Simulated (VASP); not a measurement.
Given:

```xyz
2
Lattice="1.5045 -2.6059 0.0000 1.5045 2.6059 0.0000 0.0000 0.0000 4.7736" Properties=species:S:1:pos:R:3 pbc="T T T"
Ti     1.5045     0.8686     1.1934
Ti     1.5045    -0.8686     3.5802
```

These are PBE GGA, VASP's PBE PAW potentials (set 64) (plane waves; VASP 6.6.1) values and carry that method's errors. Run with 400 eV cut-off, 11×11×6 Γ-centred mesh, first-order Methfessel-Paxton smearing of 0.10 eV, potentials Ti_sv.

Problem. Give the stress tensor in GPa (positive for a compressed cell).

Solution. 
```
-7.94   0.00   0.00
 0.00  -7.94   0.00
 0.00   0.00  -7.92
```
The pressure is its mean diagonal, -7.93 GPa.

The compound is Ti in the hcp structure. The cell was not relaxed at this level.
